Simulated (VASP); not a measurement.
Level of theory: eigenvalue-self-consistent GW0 on PBE orbitals, VASP's PBE PAW potentials (set 64) (plane waves; VASP).

The input files of a VASP run:

**POSCAR**
```
KBr
1
    0.0000000000     3.3000000000     3.3000000000
    3.3000000000     0.0000000000     3.3000000000
    3.3000000000     3.3000000000     0.0000000000
K Br
1 1
Direct
  0.0000000000   0.0000000000   0.0000000000
  0.5000000000   0.5000000000   0.5000000000
```

### INCAR
```
# general
SYSTEM      = KBr
PREC        = Normal
ENCUT       = 500
LREAL       = .FALSE.
LASPH       = .TRUE.
NBANDS      = 160

# electronic loop
ALGO        = EVGW0

# smearing
ISMEAR      = 0
SIGMA       = 0.01

# functional
GGA         = PE

# output
LWAVE       = .FALSE.
LCHARG      = .FALSE.

# other
NELMGW      = 4
NOMEGA      = 64
ENCUTGW     = 200
NBANDSGW    = 16
LSPECTRALGW = .TRUE.
```

### KPOINTS
```
kpoints
0
Gamma
 4 4 4
0 0 0
```

POTCAR, in this order: K_sv_GW Br_GW (PBE.64 set). Program: vasp_std. Read from the step before: WAVECAR, WAVEDER.

Output of the run:

### OUTCAR
```
 ion  position               nearest neighbor table
   1  0.000  0.000  0.000-
   2  0.500  0.500  0.500-
  LATTYP: Found a face centered cubic cell.
 ALAT       =     6.6000000000
 Subroutine PRICEL returns:
 Original cell was already a primitive cell.
 Subroutine GETGRP returns: Found 48 space group operations
The static configuration has the point symmetry O_h .
The dynamic configuration has the point symmetry O_h .
 Subroutine INISYM returns: Found 48 space group operations
 Subroutine IBZKPT returns following result:
 Found      8 irreducible k-points:

 Following reciprocal coordinates:
            Coordinates               Weight
  0.000000  0.000000  0.000000      1.000000
  0.250000  0.000000  0.000000      8.000000
  0.500000  0.000000  0.000000      4.000000
  0.250000  0.250000  0.000000      6.000000
  0.500000  0.250000  0.000000     24.000000
 -0.250000  0.250000  0.000000     12.000000
  0.500000  0.500000  0.000000      3.000000
 -0.250000  0.500000  0.250000      6.000000
 Subroutine IBZKPT_HF returns following result:
...
```

OSZICAR:
```
energies w=
    0.000    0.000    0.723    0.000    1.444    0.000    2.161    0.000
    2.874    0.000    3.581    0.000    4.281    0.000    4.973    0.000
    5.657    0.000    6.331    0.000    6.996    0.000    7.652    0.000
    8.299    0.000    8.937    0.000    9.567    0.000   10.190    0.000
   10.806    0.000   11.417    0.000   12.023    0.000   12.625    0.000
   13.226    0.000   13.825    0.000   14.424    0.000   15.025    0.000
   15.628    0.000   16.237    0.000   16.851    0.000   17.474    0.000
   18.106    0.000   18.750    0.000   19.408    0.000   20.082    0.000
   20.776    0.000   21.491    0.000   22.231    0.000   23.000    0.000
   23.802    0.000   24.641    0.000   25.522    0.000   26.452    0.000
   27.436    0.000   28.484    0.000   29.605    0.000   30.809    0.000
   32.109    0.000   33.522    0.000   35.065    0.000   36.761    0.000
   38.640    0.000   40.734    0.000   43.090    0.000   45.761    0.000
   48.821    0.000   52.366    0.000   56.523    0.000   61.470    0.000
   67.456    0.000   74.848    0.000   84.201    0.000   96.408    0.000
  112.989    0.000  136.775    0.000  173.690    0.000  238.590    0.000
NQ=   1    0.0000    0.0000    0.0000,
 performed        196000 updates of chi_q(r,r)
NQ=   2    0.2500    0.0000    0.0000,
 performed        576000 updates of chi_q(r,r)
NQ=   3    0.5000    0.0000    0.0000,
 performed        864000 updates of chi_q(r,r)
NQ=   4    0.2500    0.2500    0.0000,
 performed       1209000 updates of chi_q(r,r)
NQ=   5    0.5000    0.2500    0.0000,
 performed       1671000 updates of chi_q(r,r)
NQ=   6   -0.2500    0.2500    0.0000,
 performed       2082000 updates of chi_q(r,r)
NQ=   7    0.5000    0.5000    0.0000,
 performed       2350000 updates of chi_q(r,r)
NQ=   8   -0.2500    0.5000    0.2500,
 performed       2700000 updates of chi_q(r,r)
 resolving degeneracies of screened two electron integrals
NQ=   1    0.0000    0.0000    0.0000,
 performed        196000 updates of chi_q(r,r)
NQ=   2    0.2500    0.0000    0.0000,
 performed        576000 updates of chi_q(r,r)
NQ=   3    0.5000    0.0000    0.0000,
 performed        864000 updates of chi_q(r,r)
NQ=   4    0.2500    0.2500    0.0000,
 performed       1209000 updates of chi_q(r,r)
NQ=   5    0.5000    0.2500    0.0000,
 performed       1671000 updates of chi_q(r,r)
NQ=   6   -0.2500    0.2500    0.0000,
 performed       2082000 updates of chi_q(r,r)
NQ=   7    0.5000    0.5000    0.0000,
 performed       2350000 updates of chi_q(r,r)
NQ=   8   -0.2500    0.5000    0.2500,
 performed       2700000 updates of chi_q(r,r)
 resolving degeneracies of screened two electron integrals
NQ=   1    0.0000    0.0000    0.0000,
 performed        196000 updates of chi_q(r,r)
NQ=   2    0.2500    0.0000    0.0000,
 performed        576000 updates of chi_q(r,r)
NQ=   3    0.5000    0.0000    0.0000,
 performed        864000 updates of chi_q(r,r)
NQ=   4    0.2500    0.2500    0.0000,
 performed       1209000 updates of chi_q(r,r)
NQ=   5    0.5000    0.2500    0.0000,
 performed       1671000 updates of chi_q(r,r)
NQ=   6   -0.2500    0.2500    0.0000,
 performed       2082000 updates of chi_q(r,r)
NQ=   7    0.5000    0.5000    0.0000,
 performed       2350000 updates of chi_q(r,r)
NQ=   8   -0.2500    0.5000    0.2500,
 performed       2700000 updates of chi_q(r,r)
 resolving degeneracies of screened two electron integrals
NQ=   1    0.0000    0.0000    0.0000,
 performed        196000 updates of chi_q(r,r)
NQ=   2    0.2500    0.0000    0.0000,
 performed        576000 updates of chi_q(r,r)
NQ=   3    0.5000    0.0000    0.0000,
 performed        864000 updates of chi_q(r,r)
NQ=   4    0.2500    0.2500    0.0000,
 performed       1209000 updates of chi_q(r,r)
NQ=   5    0.5000    0.2500    0.0000,
 performed       1671000 updates of chi_q(r,r)
NQ=   6   -0.2500    0.2500    0.0000,
 performed       2082000 updates of chi_q(r,r)
NQ=   7    0.5000    0.5000    0.0000,
 performed       2350000 updates of chi_q(r,r)
NQ=   8   -0.2500    0.5000    0.2500,
 performed       2700000 updates of chi_q(r,r)
 resolving degeneracies of screened two electron integrals
```

OUTCAR:
```


 k-point   1 :       0.0000    0.0000    0.0000
  band No. old QP-enery  QP-energies   sigma(KS)   T+V_ion+V_H  V^pw_x(r,r')   Z            occupation Imag(sigma)

      1     -31.2982     -31.3527     -21.5329      -9.8529     -30.7412       0.6222       2.0000       0.5347
      2     -15.1225     -15.1431     -16.2121       1.0624     -22.1684       0.7550       2.0000       1.2971
      3     -15.4515     -15.4699     -21.4307       5.9563     -24.6578       0.8034       2.0000       0.1241
      4     -15.4515     -15.4699     -21.4307       5.9563     -24.6578       0.8034       2.0000       0.1241
      5     -15.4515     -15.4699     -21.4307       5.9563     -24.6578       0.8034       2.0000       0.1241
      6      -2.8505      -2.8600     -14.8980      12.0357     -16.5304       0.8021       2.0000       0.0779
      7      -2.8505      -2.8600     -14.8980      12.0357     -16.5304       0.8021       2.0000       0.0779
      8      -2.8505      -2.8600     -14.8980      12.0357     -16.5304       0.8021       2.0000       0.0779
      9       4.5548       4.5553      -5.9056      10.4610      -3.0378       0.8567       0.0000      -0.0623
     10       8.5744       8.5757      -6.7232      15.2991      -3.6158       0.8432       0.0000      -0.0764
     11       8.5744       8.5757      -6.7232      15.2991      -3.6158       0.8432       0.0000      -0.0764
     12       8.5744       8.5757      -6.7232      15.2991      -3.6158       0.8432       0.0000      -0.0764
     13       9.8981       9.8997      -7.9958      17.8957      -4.7466       0.8377       0.0000      -0.0767
     14       9.8981       9.8997      -7.9958      17.8957      -4.7466       0.8377       0.0000      -0.0767
     15      11.2743      11.2760      -4.0832      15.3596      -0.7482       0.8178       0.0000      -0.1422
     16      17.2936      17.2947     -10.1802      27.4752      -5.7469       0.7666       0.0000      -0.3153

 k-point   2 :       0.2500    0.0000    0.0000
  band No. old QP-enery  QP-energies   sigma(KS)   T+V_ion+V_H  V^pw_x(r,r')   Z            occupation Imag(sigma)

      1     -31.2944     -31.3486     -21.5367      -9.8448     -30.7458       0.6232       2.0000       0.5336
      2     -15.3871     -15.4085     -16.6525       1.2366     -22.3667       0.7406       2.0000       1.1775
      3     -15.4552     -15.4736     -21.4258       5.9477     -24.6489       0.8033       2.0000       0.1214
      4     -15.4552     -15.4736     -21.4258       5.9477     -24.6489       0.8033       2.0000       0.1214
      5     -15.1177     -15.1360     -20.9944       5.8538     -24.4600       0.7995       2.0000       0.2488
      6      -3.6145      -3.6242     -13.9525      10.3258     -15.6355       0.7991       2.0000       0.0867
      7      -3.0436      -3.0531     -14.6873      11.6319     -16.3407       0.8020       2.0000       0.0800
      8      -3.0436      -3.0531     -14.6873      11.6319     -16.3407       0.8020       2.0000       0.0800
      9       5.8833       5.8839      -6.4336      12.3176      -3.4965       0.8492       0.0000      -0.0671
     10       8.1665       8.1677      -6.5896      14.7576      -3.5069       0.8392       0.0000      -0.0791
     11       9.3894       9.3909      -6.9766      16.3678      -3.7527       0.8363       0.0000      -0.0843
     12       9.3894       9.3909      -6.9766      16.3678      -3.7527       0.8363       0.0000      -0.0843
     13      10.7002      10.7019      -8.2800      18.9823      -4.8990       0.8272       0.0000      -0.0871
     14      10.7002      10.7019      -8.2800      18.9823      -4.8990       0.8272       0.0000      -0.0871
     15      13.6318      13.6335      -8.0339      21.6678      -4.1476       0.8005       0.0000      -0.1851
     16      14.6055      14.6074      -8.5870      23.1948      -4.5949       0.7942       0.0000      -0.1999

 k-point   3 :       0.5000    0.0000    0.0000
  band No. old QP-enery  QP-energies   sigma(KS)   T+V_ion+V_H  V^pw_x(r,r')   Z            occupation Imag(sigma)

      1     -31.2908     -31.3445     -21.5403      -9.8365     -30.7503       0.6239       2.0000       0.5326
      2     -15.5721     -15.5947     -16.9178       1.3150     -22.4832       0.7339       2.0000       1.0923
      3     -15.4586     -15.4772     -21.4210       5.9393     -24.6400       0.8026       2.0000       0.1186
      4     -15.4586     -15.4772     -21.4210       5.9393     -24.6400       0.8026       2.0000       0.1186
      5     -14.8665     -14.8847     -20.7399       5.8507     -24.3454       0.8003       2.0000       0.3242
      6      -4.2207      -4.2310     -13.5038       9.2702     -15.2997       0.7942       2.0000       0.0993
      7      -3.2245      -3.2344     -14.5143      11.2774     -16.1936       0.7972       2.0000       0.0825
      8      -3.2245      -3.2344     -14.5143      11.2774     -16.1936       0.7972       2.0000       0.0825
      9       6.7361       6.7370      -5.8100      12.5471      -2.9140       0.8496       0.0000      -0.0690
     10       9.0044       9.0056      -7.5247      16.5307      -4.2022       0.8218       0.0000      -0.0993
     11      11.4972      11.4994      -8.2510      19.7509      -4.6023       0.8097       0.0000      -0.1231
     12      11.4972      11.4994      -8.2510      19.7509      -4.6023       0.8097       0.0000      -0.1231
     13      10.5604      10.5616      -6.5649      17.1267      -3.3288       0.8355       0.0000      -0.0868
     14      10.5604      10.5616      -6.5649      17.1267      -3.3288       0.8355       0.0000      -0.0868
     15      12.1678      12.1695      -7.9300      20.0999      -4.0773       0.8052       0.0000      -0.1493
     16      13.6502      13.6531     -10.0625      23.7164      -6.0907       0.7923       0.0000      -0.1479

 k-point   4 :       0.2500    0.2500    0.0000
  band No. old QP-enery  QP-energies   sigma(KS)   T+V_ion+V_H  V^pw_x(r,r')   Z            occupation Imag(sigma)

      1     -31.2938     -31.3475     -21.5377      -9.8422     -30.7471       0.6239       2.0000       0.5339
      2     -15.2970     -15.3180     -16.5788       1.2537     -22.3349       0.7477       2.0000       1.2053
      3     -15.4719     -15.4906     -21.3922       5.8970     -24.6223       0.8012       2.0000       0.1271
      4     -15.4719     -15.4906     -21.3922       5.8970     -24.6223       0.8012       2.0000       0.1271
      5     -15.2123     -15.2308     -21.0762       5.8408     -24.4856       0.7997       2.0000       0.2195
      6      -3.6585      -3.6683     -13.9876      10.3168     -15.6966       0.7982       2.0000       0.0882
      7      -3.0441      -3.0537     -14.7406      11.6845     -16.4001       0.8010       2.0000       0.0798
      8      -3.0441      -3.0537     -14.7406      11.6845     -16.4001       0.8010       2.0000       0.0798
      9       6.2020       6.2026      -6.5496      12.7523      -3.5505       0.8475       0.0000      -0.0689
     10       7.1195       7.1206      -6.0158      13.1366      -3.0834       0.8498       0.0000      -0.0695
     11      10.4602      10.4619      -8.2707      18.7329      -4.9351       0.8336       0.0000      -0.0812
     12      10.3016      10.3033      -7.4178      17.7214      -4.0435       0.8257       0.0000      -0.0967
     13      10.3016      10.3033      -7.4178      17.7214      -4.0435       0.8257       0.0000      -0.0967
     14      10.5875      10.5890      -7.6886      18.2779      -4.3121       0.8252       0.0000      -0.0974
     15      13.4359      13.4382      -8.9090      22.3477      -4.9918       0.7994       0.0000      -0.1484
     16      14.1608      14.1623      -8.1509      22.3135      -4.2929       0.8034       0.0000      -0.1939

 k-point   5 :       0.5000    0.2500    0.0000
  band No. old QP-enery  QP-energies   sigma(KS)   T+V_ion+V_H  V^pw_x(r,r')   Z            occupation Imag(sigma)

      1     -31.2905     -31.3438     -21.5413      -9.8342     -30.7515       0.6271       2.0000       0.5336
      2     -15.3619     -15.3826     -16.7548       1.3651     -22.4163       0.7462       2.0000       1.1609
      3     -15.4968     -15.5156     -21.3359       5.8155     -24.5676       0.7999       2.0000       0.1295
      4     -15.4761     -15.4948     -21.3871       5.8876     -24.6132       0.8010       2.0000       0.1246
      5     -15.1190     -15.1374     -20.8968       5.7548     -24.3936       0.7996       2.0000       0.2677
      6      -3.8870      -3.8970     -13.8940       9.9946     -15.6538       0.7981       2.0000       0.0922
      7      -3.3903      -3.4002     -14.3937      10.9910     -16.0964       0.7979       2.0000       0.0845
      8      -3.2114      -3.2212     -14.5916      11.3680     -16.2761       0.7995       2.0000       0.0821
      9       7.1127       7.1136      -6.0918      13.2056      -3.1501       0.8483       0.0000      -0.0707
     10       8.0820       8.0830      -6.8753      14.9585      -3.7089       0.8355       0.0000      -0.0823
     11       9.4948       9.4960      -6.6949      16.1911      -3.4397       0.8359       0.0000      -0.0854
     12      11.1330      11.1350      -8.0963      19.2317      -4.5103       0.8125       0.0000      -0.1172
     13      11.3823      11.3841      -8.4747      19.8592      -4.9973       0.8236       0.0000      -0.0935
     14      12.1157      12.1179      -8.5162      20.6345      -4.7958       0.8064       0.0000      -0.1323
     15      12.8851      12.8873      -9.0800      21.9679      -5.2760       0.8028       0.0000      -0.1449
     16      12.5148      12.5164      -7.4272      19.9440      -3.7933       0.8085       0.0000      -0.1405

 k-point   6 :      -0.2500    0.2500    0.0000
  band No. old QP-enery  QP-energies   sigma(KS)   T+V_ion+V_H  V^pw_x(r,r')   Z            occupation Imag(sigma)

      1     -31.2907     -31.3448     -21.5405      -9.8367     -30.7501       0.6250       2.0000       0.5332
      2     -15.4405     -15.4619     -16.8009       1.3314     -22.4349       0.7369       2.0000       1.1388
      3     -15.4979     -15.5168     -21.3410       5.8194     -24.5746       0.7985       2.0000       0.1312
      4     -15.4591     -15.4776     -21.4205       5.9383     -24.6397       0.8021       2.0000       0.1187
      5     -15.0171     -15.0353     -20.8748       5.8350     -24.4033       0.8010       2.0000       0.2830
...
```
(Selected blocks of OUTCAR.)

The mesh is coarse and the basis finite, so the quasiparticle values are not converged.

The compound is KBr in the rock salt structure. The cell was not relaxed at this level.
